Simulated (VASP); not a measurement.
Output of a VASP run:

**OSZICAR**
```
       N       E                     dE             d eps       ncg     rms          rms(c)
DAV:   1     0.828945767269E+02    0.82895E+02   -0.88165E+03  1246   0.168E+03
DAV:   2     0.402193458449E+01   -0.78873E+02   -0.76473E+02  1307   0.314E+02
DAV:   3    -0.183421029333E+01   -0.58561E+01   -0.58110E+01  1532   0.733E+01
DAV:   4    -0.194217139986E+01   -0.10796E+00   -0.10792E+00  1395   0.109E+01
DAV:   5    -0.194518417297E+01   -0.30128E-02   -0.30127E-02  1572   0.163E+00    0.282E+00
DAV:   6    -0.189272437327E+01    0.52460E-01   -0.62647E-02  1541   0.368E+00    0.170E+00
DAV:   7    -0.187321589057E+01    0.19508E-01   -0.61616E-02  1365   0.188E+00    0.286E-01
DAV:   8    -0.187357720663E+01   -0.36132E-03   -0.40472E-03  1484   0.849E-01    0.878E-02
DAV:   9    -0.187378459138E+01   -0.20738E-03   -0.51445E-04  1331   0.251E-01    0.285E-02
DAV:  10    -0.187379601533E+01   -0.11424E-04   -0.25459E-05  1425   0.410E-02    0.107E-02
DAV:  11    -0.187380631670E+01   -0.10301E-04   -0.10982E-05  1237   0.333E-02    0.524E-03
DAV:  12    -0.187380653165E+01   -0.21494E-06   -0.31106E-07  1537   0.576E-03    0.937E-04
DAV:  13    -0.187380648483E+01    0.46814E-07   -0.55082E-08   886   0.293E-03
   1 F= -.18738065E+01 E0= -.18738418E+01  d E =0.105885E-03
```

File OUTCAR:
```
------------------------ aborting loop because EDIFF is reached ----------------------------------------
  FORCE on cell =-STRESS in cart. coord.  units (eV):
  Direction    XX          YY          ZZ          XY          YZ          ZX
  --------------------------------------------------------------------------------------
  Total        0.5315475      0.5315475      0.5315475      0.0000000      0.0000000     -0.0000000
  in kB       14.7013188     14.7013188     14.7013188      0.0000000      0.0000000     -0.0000000
  external PRESSURE =      14.7013188 kB  Pullay stress =       0.0000000 kB
  volume of cell :       57.93
      direct lattice vectors                 reciprocal lattice vectors
     0.000000000  3.071063480  3.071063480    -0.162810050  0.162810050  0.162810050
     3.071063480  0.000000000  3.071063480     0.162810050 -0.162810050  0.162810050
     3.071063480  3.071063480  0.000000000     0.162810050  0.162810050 -0.162810050
  FREE ENERGIE OF THE ION-ELECTRON SYSTEM (eV)
  ---------------------------------------------------
  free  energy   TOTEN  =        -1.8738064848 eV

  energy  without entropy=       -1.8739123698  energy(sigma->0) =       -1.87384178
```
(Selected blocks of OUTCAR.)

File POSCAR:
```
GaSb
1
    0.0000000000     3.0710634802     3.0710634802
    3.0710634802     0.0000000000     3.0710634802
    3.0710634802     3.0710634802     0.0000000000
Ga Sb
1 1
Direct
  0.0000000000   0.0000000000   0.0000000000
  0.2500000000   0.2500000000   0.2500000000
```

Problem. Write an INCAR and KPOINTS that could have produced this output.

Solution. Several could match; the one computed here: the input of the run itself, optB88-vdW, plane waves, VASP's PBE PAW potentials (set 64).

### KPOINTS
```
K-points
0
gamma
 10 10 10
0 0 0
```

**INCAR**
```
SYSTEM = GaSb
PREC = Accurate
ENCUT = 520
EDIFF = 1E-7
NELM = 100
ALGO = Normal
LREAL = .FALSE.
LASPH = .TRUE.
ISMEAR = 1
SIGMA = 0.1
GGA = BO
PARAM1 = 0.1833333333
PARAM2 = 0.22
LUSE_VDW = .TRUE.
AGGAC = 0.0
LMAXMIX = 4
LWAVE = .FALSE.
LCHARG = .FALSE.
ISIF = 2
```

POTCAR, in this order: Ga_d Sb (PBE.64 set). Program: vasp_std.

The compound is GaSb in the zinc blende structure. This cell is one point of a volume scan, at 0.97 of the reference volume.
